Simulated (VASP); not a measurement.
Input for VASP

KPOINTS:
```
Automatic mesh
0
Gamma
6 6 6
0 0 0
```

INCAR:
```
SYSTEM = EuN
PREC = Accurate; ENCUT = 400; LREAL = .FALSE.
LASPH = .TRUE.
EDIFF = 1E-6; NELM = 100; ALGO = Normal
LMAXMIX = 6
ISMEAR = 0; SIGMA = 0.272
GGA = PS
MAGMOM = 7.0 0.0
ISPIN = 2
ISIF = 2
LWAVE = .FALSE.; LCHARG = .FALSE.; LORBIT = 11
```

### POSCAR
```
EuN
1
    0.0000000000     2.4568600000     2.4568600000
    2.4568600000     0.0000000000     2.4568600000
    2.4568600000     2.4568600000     0.0000000000
Eu N
1 1
Direct
  0.0000000000   0.0000000000   0.0000000000
  0.5000000000   0.5000000000   0.5000000000
```

POTCAR, in this order: Eu N (PBE.64 set). Program: vasp_std.

### Question
Translate this PBEsol calculation to Ansatz.

### Answer
One equivalent input (not run):
Ansatz 0.2 input:
```yaml
crystal:
  lattice:
    - [0.0000000, 2.4568600, 2.4568600]
    - [2.4568600, 0.0000000, 2.4568600]
    - [2.4568600, 2.4568600, 0.0000000]
  atoms:
    - { symbol: Eu, position: [0.0000000, 0.0000000, 0.0000000], spin: 7 }
    - { symbol: N, position: [0.5000000, 0.5000000, 0.5000000] }
kpoints:
  mp_grid: { grid: [6, 6, 6] }
hamiltonian:
  xc: pbesol
  pseudopotentials: { kind: paw }
magnetization: { spin_polarized: true }
scf:
  occupations: { method: gaussian, width: 0.272 }
  max_iter: 100
output: { forces: true, stress: true, eigenvalues: true }
```
What does not carry over: each code has its own PAW files, so the cut-off isn't converted (ENCUT is set for VASP's; basis.ecutwfc is left out, and Ansatz then takes the one that its files recommend); Ansatz stops its SCF on the density residual and VASP on the energy change (EDIFF).

The structure comes from a measured EuN entry of the Crystallography Open Database, whose conditions weren't checked. The cell was not relaxed at this level, and its volume differs by -5.9 % from the start's. The k-mesh is coarse (spacing up to 0.37 per Å, 2π included), so the numbers may not be converged in it.
